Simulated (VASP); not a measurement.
Data:

```xyz
8
Lattice="4.6986 0.0000 0.0000 0.0000 4.6986 0.0000 0.0000 0.0000 4.6986" Properties=species:S:1:pos:R:3 pbc="T T T"
Si     2.3493     2.3493     2.3493
Si     0.0000     0.0000     0.0000
Mo     1.1746     0.0000     2.3493
Mo     2.3493     1.1746     0.0000
Mo     2.3493     3.5239     0.0000
Mo     3.5239     0.0000     2.3493
Mo     0.0000     2.3493     3.5239
Mo     0.0000     2.3493     1.1746
```

Level of theory: LDA (Ceperley-Alder, Perdew-Zunger), VASP's LDA PAW potentials (set 64) (plane waves; VASP). Settings: 500 eV cut-off, 7×7×7 Γ-centred mesh, first-order Methfessel-Paxton smearing of 0.10 eV, potentials Si Mo_sv.

Energy and stress use the plane-wave basis of the starting cell.

**Question.** The ions, cell shape and volume at an external pressure of 45.0 GPa are relaxed. Give the cell that the relaxation ends in.

**Answer.** 
```xyz
8
Lattice="4.6447 0.0000 0.0000 0.0000 4.6447 0.0000 0.0000 0.0000 4.6447" Properties=species:S:1:pos:R:3 pbc="T T T"
Si     2.3224     2.3224     2.3224
Si     4.6447     4.6447     4.6447
Mo     1.1612     4.6447     2.3224
Mo     2.3224     1.1612     0.0000
Mo     2.3224     3.4836     0.0000
Mo     3.4836     0.0000     2.3224
Mo     4.6447     2.3224     3.4836
Mo     4.6447     2.3224     1.1612
```
Space group Pm-3n (223), at a tolerance of 0.03 Å.

**Question.** How do energy and volume change from the first to the last step?

**Answer.** The energy (σ→0) changes by +102.4 meV/atom and the volume by -3.4 %, in 4 ionic steps.

```
step  E(σ→0) (eV)  max force (eV/Å)  pressure (GPa)  volume (Å³)
----  -----------  ----------------  --------------  -----------
1        -86.8453             0.000           29.97       103.73
2        -78.8458             0.000          133.17        86.52
3        -86.0783             0.000           44.01       100.39
4        -86.0261             0.000           44.88       100.20
```

The compound is Mo3Si in the A15 structure. This run relaxes it under an external pressure of 45 GPa. Symmetry was kept, so distortions that lower it aren't found.
